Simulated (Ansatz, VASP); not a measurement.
## One calculation of Si, two programs

```xyz
2
Lattice="0.0000 2.5729 2.9760 2.5729 0.0000 2.9760 2.5729 2.5729 0.0000" Properties=species:S:1:pos:R:3 pbc="T T T"
Si    2.5729    2.5729    2.9760
Si    3.8593    3.8593    4.4641
```

Alike in both runs: task single point; functional LDA; k mesh 12 × 12 × 12; occupations gaussian, width 0.05 eV; no spin polarisation.

|  | VASP | Ansatz |
| --- | --- | --- |
| version | VASP 6.6.1 | Ansatz 0.2.0 |
| potentials or method | VASP PAW LDA potentials, release 64 (Si) | scalar-relativistic, plane waves, PAW |
| plane-wave cutoff (eV) | 520 | 420 |
| valence electrons in the cell | 8 | 8 |

|  | VASP | Ansatz | Ansatz less VASP |
| --- | --- | --- | --- |
| gap on the k mesh at the Fermi level (eV) | none | none | - |
| pressure (GPa) | -0.7 | -0.7 | -0.05 |
| largest component of the traceless stress (GPa) | 11.27 | 11.28 | +0.006 |

A gap of «none» marks a metal or a gap that the smearing closes. Ansatz warned: «pseudo_functional_mismatch».
